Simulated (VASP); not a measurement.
Output of a VASP run:

**OSZICAR**
```
       N       E                     dE             d eps       ncg     rms          rms(c)
DAV:   1     0.129058526990E+03    0.12906E+03   -0.11539E+04  4898   0.140E+03
DAV:   2    -0.167273884504E+02   -0.14579E+03   -0.14410E+03  6129   0.339E+02
DAV:   3    -0.196067766004E+02   -0.28794E+01   -0.28650E+01  6430   0.438E+01
DAV:   4    -0.196202051104E+02   -0.13429E-01   -0.13426E-01  5716   0.353E+00
DAV:   5    -0.196203183277E+02   -0.11322E-03   -0.11321E-03  6486   0.302E-01    0.225E+01
DAV:   6    -0.189032512261E+02    0.71707E+00   -0.69140E+00  5702   0.182E+01    0.517E+00
DAV:   7    -0.187875583025E+02    0.11569E+00   -0.10487E+00  5514   0.661E+00    0.481E+00
DAV:   8    -0.187536538930E+02    0.33904E-01   -0.12017E-01  5821   0.291E+00    0.432E-01
DAV:   9    -0.187530807072E+02    0.57319E-03   -0.22392E-03  6045   0.420E-01    0.241E-01
DAV:  10    -0.187530589613E+02    0.21746E-04   -0.67610E-04  5968   0.240E-01    0.592E-02
DAV:  11    -0.187530506135E+02    0.83477E-05   -0.22807E-04  5821   0.120E-01    0.368E-02
DAV:  12    -0.187530457919E+02    0.48217E-05   -0.31978E-05  5576   0.412E-02    0.781E-03
DAV:  13    -0.187530454534E+02    0.33842E-06   -0.69404E-07  3222   0.794E-03
   1 F= -.18753045E+02 E0= -.18752876E+02  d E =-.187530E+02
       N       E                     dE             d eps       ncg     rms          rms(c)
DAV:   1    -0.189274380821E+02   -0.17439E+00   -0.39528E+00  5569   0.222E+01    0.477E+00
DAV:   2    -0.187858014591E+02    0.14164E+00   -0.17808E+00  5471   0.100E+01    0.132E+00
DAV:   3    -0.187506530947E+02    0.35148E-01   -0.18433E-01  5320   0.254E+00    0.377E-01
DAV:   4    -0.187482533419E+02    0.23998E-02   -0.12268E-02  5618   0.987E-01    0.186E-01
DAV:   5    -0.187483360118E+02   -0.82670E-04   -0.11614E-03  5996   0.281E-01    0.158E-01
DAV:   6    -0.187483137994E+02    0.22212E-04   -0.32038E-04  5625   0.996E-02    0.188E-02
DAV:   7    -0.187483134589E+02    0.34052E-06   -0.79311E-06  6059   0.194E-02
   2 F= -.18748313E+02 E0= -.18748182E+02  d E =0.473199E-02
       N       E                     dE             d eps       ncg     rms          rms(c)
DAV:   1    -0.188231063541E+02   -0.74793E-01   -0.15291E+00  5513   0.137E+01    0.322E+00
DAV:   2    -0.187663852833E+02    0.56721E-01   -0.57368E-01  5450   0.585E+00    0.823E-01
DAV:   3    -0.187567091553E+02    0.96761E-02   -0.51781E-02  5296   0.135E+00    0.249E-01
DAV:   4    -0.187557128123E+02    0.99634E-03   -0.39552E-03  5618   0.636E-01    0.183E-01
DAV:   5    -0.187557477070E+02   -0.34895E-04   -0.20737E-04  6220   0.141E-01    0.104E-01
DAV:   6    -0.187557577173E+02   -0.10010E-04   -0.72643E-05  5751   0.472E-02    0.640E-03
DAV:   7    -0.187557576111E+02    0.10624E-06   -0.24627E-06  4494   0.117E-02
   3 F= -.18755758E+02 E0= -.18755601E+02  d E =-.271216E-02
```

**OUTCAR**
```
------------------------ aborting loop because EDIFF is reached ----------------------------------------
  FORCE on cell =-STRESS in cart. coord.  units (eV):
  Direction    XX          YY          ZZ          XY          YZ          ZX
  --------------------------------------------------------------------------------------
  Total       -0.0146686     -0.0146686      0.0225675      0.0000000     -0.0000000      0.0000000
  in kB       -0.5837198     -0.5837198      0.8980448      0.0000000     -0.0000000      0.0000000
  external PRESSURE =      -0.0897983 kB  Pullay stress =       0.0000000 kB
  volume of cell :       40.26
      direct lattice vectors                 reciprocal lattice vectors
    -1.601636727  1.601636727  3.923804474     0.000000000  0.312180653  0.127427348
     1.601636727 -1.601636727  3.923804474     0.312180653  0.000000000  0.127427348
     1.601636727  1.601636727 -3.923804474     0.312180653  0.312180653  0.000000000
 POSITION                                       TOTAL-FORCE (eV/Angst)
 -----------------------------------------------------------------------------------
      0.00000      0.00000      5.21775         0.000000      0.000000     -0.003677
      0.00000      0.00000      2.62986         0.000000      0.000000      0.003677
      0.00000      0.00000      0.00000        -0.000000     -0.000000      0.000000
 -----------------------------------------------------------------------------------
    total drift:                               -0.000000      0.000000      0.000000
  FREE ENERGIE OF THE ION-ELECTRON SYSTEM (eV)
  ---------------------------------------------------
  free  energy   TOTEN  =       -18.7557576111 eV

  energy  without entropy=      -18.7552891691  energy(sigma->0) =      -18.75560146

 reached required accuracy - stopping structural energy minimisation
```
(Selected blocks of OUTCAR.)

### POSCAR
```
MoSi2
1
   -1.5973096135     1.5973096135     3.9072384889
    1.5973096135    -1.5973096135     3.9072384889
    1.5973096135     1.5973096135    -3.9072384889
Si Mo
2 1
Direct
  0.6648078099   0.6648078099   0.0000000000
  0.3351921901   0.3351921901   0.0000000000
  0.0000000000   0.0000000000   0.0000000000
```

**Question.** Write an INCAR and KPOINTS that could have produced this output.

**Answer.** One answer among several that fit: the input of the run itself, vdW-DF-cx, plane waves, VASP's PBE PAW potentials (set 64).

**KPOINTS**
```
K-points
0
G
12 12 12
0 0 0
```

**INCAR**
```
SYSTEM = MoSi2
PREC = Accurate; ENCUT = 520; LREAL = F
LASPH = T
EDIFF = 1E-6; NELM = 100; ALGO = Normal
LMAXMIX = 4
ISMEAR = 1; SIGMA = 0.1
GGA = CX; LUSE_VDW = T; AGGAC = 0.0
IBRION = 2; NSW = 60; ISIF = 3
EDIFFG = -0.02
LWAVE = F; LCHARG = F
```

POTCAR, in this order: Si Mo_sv (PBE.64 set). Program: vasp_std.

The compound is MoSi2 in the MoSi2 type structure. This run relaxes it. Symmetry was kept, so distortions that lower it aren't found. The start is the result of an earlier pass.
